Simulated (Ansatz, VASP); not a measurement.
## CuSn2: VASP beside Ansatz

```
CELL_PARAMETERS angstrom
3.20845 0.00000 0.00000
-1.60422 2.77860 0.00000
0.00000 0.00000 15.46139
ATOMIC_POSITIONS crystal
Cu 0.33333 0.66667 0.41667
Cu 0.66667 0.33333 0.58333
Sn 0.33333 0.66667 0.75000
Sn 0.33333 0.66667 0.08333
Sn 0.66667 0.33333 0.91667
Sn 0.66667 0.33333 0.25000
```

Alike in both runs: task single point; functional PBE; k mesh 6 × 6 × 1; occupations gaussian, width 0.1 eV; no spin polarisation.

```csv
,VASP,Ansatz
version,VASP 6.6.1,Ansatz 0.2.0
potentials or method,"VASP PAW PBE potentials, release 64 (Cu, Sn_d)","scalar-relativistic, plane waves, PAW"
plane-wave cutoff (eV),520,420
valence electrons in the cell,78,94
```

Ansatz gave:

| Item | Value |
| --- | --- |
| gap on the k mesh at the Fermi level (eV) | none |
| pressure (GPa) | 2.0 |
| largest component of the traceless stress (GPa) | 0.71 |
| rms of the force components (eV/Å) | 0.650 |

Problem. Estimate VASP's values.

Solution. gap on the k mesh at the Fermi level (eV): none; pressure (GPa): 2.0; largest component of the traceless stress (GPa): 0.69; rms of the force components (eV/Å): 0.649.

Atom by atom the forces differ by 0.002 eV/Å (rms over components). A gap of «none» marks a metal or a gap that the smearing closes. The functional is the same, so the differences come from potentials, cutoffs and numerics. The two sets of potentials don't hold the same shells in valence.

Caveats: the k mesh is coarse (spacing up to 0.41 Å⁻¹), so the values aren't converged; forces of over 1 eV/Å show positions far from the minimum, so gaps and moduli don't describe the material at rest.
